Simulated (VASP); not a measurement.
Output of a VASP run:

### OSZICAR
```
       N       E                     dE             d eps       ncg     rms          rms(c)
DAV:   1     0.404777465127E+02    0.40478E+02   -0.86057E+03  7704   0.117E+03
DAV:   2    -0.784040655159E+01   -0.48318E+02   -0.47275E+02  8246   0.251E+02
DAV:   3    -0.992237238423E+01   -0.20820E+01   -0.19244E+01 10448   0.303E+01
DAV:   4    -0.996893723062E+01   -0.46565E-01   -0.45868E-01  8694   0.456E+00
DAV:   5    -0.997010388007E+01   -0.11666E-02   -0.11661E-02 10703   0.575E-01    0.243E+01
DAV:   6    -0.996491811780E+01    0.51858E-02   -0.24190E-02  8913   0.128E+00    0.145E+01
DAV:   7    -0.997114052150E+01   -0.62224E-02   -0.42845E-02  9035   0.170E+00    0.226E-01
DAV:   8    -0.997071562671E+01    0.42489E-03   -0.24544E-03  8671   0.406E-01    0.591E-02
DAV:   9    -0.997071030539E+01    0.53213E-05   -0.22479E-04  9564   0.120E-01    0.310E-02
DAV:  10    -0.997070554892E+01    0.47565E-05   -0.27349E-05  8711   0.393E-02    0.309E-02
DAV:  11    -0.997070568191E+01   -0.13299E-06   -0.29336E-06  8446   0.135E-02    0.188E-03
DAV:  12    -0.997070584500E+01   -0.16309E-06   -0.33086E-07  8605   0.467E-03    0.320E-03
DAV:  13    -0.997070576748E+01    0.77524E-07   -0.28206E-08  4523   0.134E-03
   1 F= -.99707058E+01 E0= -.99706449E+01  d E =-.182697E-03
```

**OUTCAR**
```
------------------------ aborting loop because EDIFF is reached ----------------------------------------
  FORCE on cell =-STRESS in cart. coord.  units (eV):
  Direction    XX          YY          ZZ          XY          YZ          ZX
  --------------------------------------------------------------------------------------
  Total       -0.0760237     -0.0797178      0.0560156      0.1840288      0.0000000      0.0000000
  in kB       -1.9940788     -2.0909750      1.4692737      4.8270233      0.0000000      0.0000000
  external PRESSURE =      -0.8719267 kB  Pullay stress =       0.0000000 kB
  volume of cell :       61.08
      direct lattice vectors                 reciprocal lattice vectors
     1.780023700 -3.083091049  0.000000000     0.280895136 -0.162174906  0.000000000
     1.780023700  3.083091049  0.000000000     0.280895136  0.162174906  0.000000000
     0.000000000  0.000000000  5.565124562     0.000000000  0.000000000  0.179690497
 POSITION                                       TOTAL-FORCE (eV/Angst)
 -----------------------------------------------------------------------------------
      1.93002      1.02770      1.39128        -0.149400     -0.025220      0.000000
      1.78002     -1.02770      4.17384         0.149400      0.025220     -0.000000
 -----------------------------------------------------------------------------------
    total drift:                                0.000000      0.000001      0.000000
  FREE ENERGIE OF THE ION-ELECTRON SYSTEM (eV)
  ---------------------------------------------------
  free  energy   TOTEN  =        -9.9707057675 eV

  energy  without entropy=       -9.9705230705  energy(sigma->0) =       -9.97064487
```
(Selected blocks of OUTCAR.)

**POSCAR**
```
Tb
1
    1.7800237004    -3.0830910493     0.0000000000
    1.7800237004     3.0830910493     0.0000000000
    0.0000000000     0.0000000000     5.5651245623
Tb
2
Direct
  0.3754672704   0.7088012704   0.2500000000
  0.6666670000   0.3333330000   0.7500000000
```

### Question
Reconstruct the remaining input files.

### Answer
Several could match; the one computed here: the input of the run itself, PBEsol GGA, plane waves, VASP's PBE PAW potentials (set 64).

File KPOINTS:
```
Automatic mesh
0
Gamma
12 12 6
0 0 0
```

### INCAR
```
ALGO = Normal
EDIFF = 1E-7
ENCUT = 480
GGA = PS
ISIF = 2
ISMEAR = 1
LASPH = .True.
LCHARG = .False.
LMAXMIX = 6
LREAL = .False.
LWAVE = .False.
NELM = 100
PREC = Accurate
SIGMA = 0.1
SYSTEM = Tb
```

POTCAR, in this order: Tb_3 (PBE.64 set). Program: vasp_std.

The 4f electrons are frozen in the core of the lanthanide potential, so 4f levels, which can set the real gap, and their magnetism are missing.

The compound is Tb in the hcp structure. This cell was strained or had an atom moved on purpose.
